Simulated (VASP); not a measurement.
These are vdW-DF2, VASP's PBE PAW potentials (set 64) (plane waves; VASP) values and carry that method's errors.

The input files of a VASP run:

File KPOINTS:
```
Automatic mesh
0
gamma
  9 9 9
```

**INCAR**
```
! general
SYSTEM  =CoSi2
PREC    =Accurate
ENCUT   =520
LREAL   =.FALSE.
LASPH   =.TRUE.

! electronic loop
EDIFF   =1E-6
NELM    =100
ALGO    =Normal
LMAXMIX =4

! smearing
ISMEAR  =1
SIGMA   =0.1

! functional
GGA     =ML
LUSE_VDW=.TRUE.
AGGAC   =0.0
ZAB_VDW =-1.8867

! ions
IBRION  =2
NSW     =60
ISIF    =3
EDIFFG  =-0.02

! output
LWAVE   =.FALSE.
LCHARG  =.FALSE.
```

POSCAR:
```
CoSi2
1
    0.0000000000     2.7366038493     2.7366038493
    2.7366038493    -0.0000000000     2.7366038493
    2.7366038493     2.7366038493    -0.0000000000
Co Si
1 2
Direct
  0.0000000000   0.0000000000   0.0000000000
  0.2500000000   0.2500000000   0.2500000000
  0.7500000000   0.7500000000   0.7500000000
```

POTCAR, in this order: Co Si (PBE.64 set). Program: vasp_std.

What VASP printed:

File OUTCAR:
```
 ion  position               nearest neighbor table
   1  0.000  0.000  0.000-   3 2.37   3 2.37   3 2.37   2 2.37   3 2.37   2 2.37   2 2.37   2 2.37
  LATTYP: Found a face centered cubic cell.
 ALAT       =     5.4732076986
 Subroutine PRICEL returns:
 Original cell was already a primitive cell.
 Subroutine GETGRP returns: Found 48 space group operations
The static configuration has the point symmetry O_h .
The dynamic configuration has the point symmetry O_h .
 Subroutine INISYM returns: Found 48 space group operations
 Subroutine IBZKPT returns following result:
 Found     35 irreducible k-points:

 Following reciprocal coordinates:
            Coordinates               Weight
  0.000000  0.000000  0.000000      1.000000
  0.111111  0.000000  0.000000      8.000000
  0.222222  0.000000  0.000000      8.000000
  0.333333  0.000000  0.000000      8.000000
  0.444444  0.000000  0.000000      8.000000
  0.111111  0.111111  0.000000      6.000000
  0.222222  0.111111  0.000000     24.000000
  0.333333  0.111111  0.000000     24.000000
  0.444444  0.111111  0.000000     24.000000
 -0.444444  0.111111  0.000000     24.000000
 -0.333333  0.111111  0.000000     24.000000
 -0.222222  0.111111  0.000000     24.000000
 -0.111111  0.111111  0.000000     12.000000
  0.222222  0.222222  0.000000      6.000000
  0.333333  0.222222  0.000000     24.000000
  0.444444  0.222222  0.000000     24.000000
 -0.444444  0.222222  0.000000     24.000000
 -0.333333  0.222222  0.000000     24.000000
 -0.222222  0.222222  0.000000     12.000000
  0.333333  0.333333  0.000000      6.000000
  0.444444  0.333333  0.000000     24.000000
 -0.444444  0.333333  0.000000     24.000000
 -0.333333  0.333333  0.000000     12.000000
  0.444444  0.444444  0.000000      6.000000
 -0.444444  0.444444  0.000000     12.000000
  0.333333  0.222222  0.111111     24.000000
  0.444444  0.222222  0.111111     48.000000
 -0.444444  0.222222  0.111111     48.000000
  0.444444  0.333333  0.111111     24.000000
 -0.444444  0.333333  0.111111     48.000000
 -0.333333  0.333333  0.111111     48.000000
 -0.222222  0.333333  0.111111     24.000000
 -0.444444  0.444444  0.111111     24.000000
 -0.333333  0.444444  0.111111     24.000000
 -0.333333  0.444444  0.222222     24.000000
   k-points           NKPTS =     35   k-points in BZ     NKDIM =     35   number of bands    NBANDS=     12
   number of dos      NEDOS =    301   number of ions     NIONS =      3
   total plane-waves  NPLWV =  27000
   dimension x,y,z NGX =    30 NGY =   30 NGZ =   30
   dimension x,y,z NGXF=    60 NGYF=   60 NGZF=   60
   ions per type =               1   2
   PREC   = accura    normal or accurate (medium, high low for compatibility)
   ISTART =      0    job   : 0-new  1-cont  2-samecut
   ICHARG =      2    charge: 1-file 2-atom 10-const
   ISPIN  =      1    spin polarized calculation?
   LNONCOLLINEAR =      F non collinear calculations
   LSORBIT =      F    spin-orbit coupling
   INIWAV =      1    electr: 0-lowe 1-rand  2-diag
   ENCUT  =  520.0 eV  38.22 Ry    6.18 a.u.   7.20  7.20  7.20*2*pi/ulx,y,z
   NELM   =    100;   NELMIN=  2; NELMDL= -5     # of ELM steps
   EDIFF  = 0.1E-05   stopping-criterion for ELM
   LREAL  =      F    real-space projection
   NLSPLINE    = F    spline interpolate recip. space projectors
   LMAXMIX     =    4 max onsite mixed and CHGCAR
   VOSKOWN=      0    Vosko Wilk Nusair interpolation
   EDIFFG = -.2E-01   stopping-criterion for IOM
   NSW    =     60    number of steps for IOM
   NBLOCK =      1;   KBLOCK =     60    inner block; outer block
   IBRION =      2    ionic relax: 0-MD 1-quasi-New 2-CG
   NFREE  =      1    steps in history (QN), initial steepest desc. (CG)
...
```

### OSZICAR
```
       N       E                     dE             d eps       ncg     rms          rms(c)
DAV:   1     0.782211262744E+02    0.78221E+02   -0.69623E+03   840   0.133E+03
DAV:   2    -0.790518989784E+01   -0.86126E+02   -0.80641E+02   852   0.252E+02
DAV:   3    -0.123618587346E+02   -0.44567E+01   -0.42362E+01  1092   0.661E+01
DAV:   4    -0.124783358885E+02   -0.11648E+00   -0.11623E+00  1016   0.996E+00
DAV:   5    -0.124820360999E+02   -0.37002E-02   -0.36978E-02  1136   0.190E+00    0.115E+01
DAV:   6    -0.158735933052E+02   -0.33916E+01   -0.31548E+01  1092   0.120E+02    0.169E+01
DAV:   7    -0.115475923854E+02    0.43260E+01   -0.13753E+01  1148   0.957E+01    0.234E+00
DAV:   8    -0.116116085582E+02   -0.64016E-01   -0.95790E-01  1092   0.857E+00    0.185E+00
DAV:   9    -0.115880387849E+02    0.23570E-01   -0.10941E-01  1060   0.717E+00    0.354E-01
DAV:  10    -0.115881513507E+02   -0.11257E-03   -0.66672E-03   964   0.826E-01    0.698E-02
DAV:  11    -0.115881887258E+02   -0.37375E-04   -0.17217E-04  1288   0.148E-01    0.372E-02
DAV:  12    -0.115881885387E+02    0.18710E-06   -0.24453E-05   968   0.618E-02    0.108E-02
DAV:  13    -0.115881868177E+02    0.17210E-05   -0.88784E-06  1264   0.438E-02    0.653E-03
DAV:  14    -0.115881875731E+02   -0.75542E-06   -0.56841E-07   576   0.919E-03
   1 F= -.11588188E+02 E0= -.11588501E+02  d E =-.115882E+02
       N       E                     dE             d eps       ncg     rms          rms(c)
DAV:   1    -0.115901822776E+02   -0.19955E-02   -0.22582E-02   992   0.300E+00    0.421E-01
DAV:   2    -0.115975460045E+02   -0.73637E-02   -0.68344E-02  1148   0.563E+00    0.803E-01
DAV:   3    -0.115881829798E+02    0.93630E-02   -0.36193E-02  1152   0.418E+00    0.704E-02
DAV:   4    -0.115881713121E+02    0.11668E-04   -0.68057E-04   896   0.211E-01    0.303E-02
DAV:   5    -0.115881613488E+02    0.99632E-05   -0.36752E-05  1224   0.119E-01    0.776E-03
DAV:   6    -0.115881610852E+02    0.26367E-06   -0.33265E-06   828   0.187E-02
   2 F= -.11588161E+02 E0= -.11588447E+02  d E =0.264880E-04
```

OUTCAR:
```
------------------------ aborting loop because EDIFF is reached ----------------------------------------
  FORCE on cell =-STRESS in cart. coord.  units (eV):
  Direction    XX          YY          ZZ          XY          YZ          ZX
  --------------------------------------------------------------------------------------
  Total        0.0580807      0.0580807      0.0580807      0.0000000     -0.0000000     -0.0000000
  in kB        2.2772776      2.2772776      2.2772776      0.0000000     -0.0000000     -0.0000000
  external PRESSURE =       2.2772776 kB  Pullay stress =       0.0000000 kB
  volume of cell :       40.86
      direct lattice vectors                 reciprocal lattice vectors
     0.000000000  2.733792324  2.733792324    -0.182896117  0.182896117  0.182896117
     2.733792324  0.000000000  2.733792324     0.182896117 -0.182896117  0.182896117
     2.733792324  2.733792324 -0.000000000     0.182896117  0.182896117 -0.182896117
 POSITION                                       TOTAL-FORCE (eV/Angst)
 -----------------------------------------------------------------------------------
      0.00000      0.00000      0.00000         0.000000     -0.000000     -0.000000
      1.36690      1.36690      1.36690        -0.000000     -0.000000     -0.000000
      4.10069      4.10069      4.10069         0.000000      0.000000      0.000000
 -----------------------------------------------------------------------------------
    total drift:                                0.000000     -0.000000     -0.000000
  FREE ENERGIE OF THE ION-ELECTRON SYSTEM (eV)
  ---------------------------------------------------
  free  energy   TOTEN  =       -11.5881610852 eV

  energy  without entropy=      -11.5890200836  energy(sigma->0) =      -11.58844742

 reached required accuracy - stopping structural energy minimisation
```
(Selected blocks of OUTCAR.)

CONTCAR:
```
CoSi2
   1.00000000000000
     0.0000000000000000    2.7337923237523460    2.7337923237523460
     2.7337923237523460    0.0000000000000000    2.7337923237523460
     2.7337923237523460    2.7337923237523460   -0.0000000000000000
  Co              Si
     1     2
Direct
     0.0000000000000000    0.0000000000000000    0.0000000000000000
     0.2500000000000000    0.2500000000000000    0.2500000000000000
     0.7500000000000000    0.7500000000000000    0.7500000000000000
```

The compound is CoSi2 in the fluorite structure. This run relaxes it. Symmetry was kept, so distortions that lower it aren't found. The start is the result of an earlier pass. The run is not spin-polarised, so no magnetic state was tried. The electron count is odd and the run is not spin-polarised, which forces a metal.
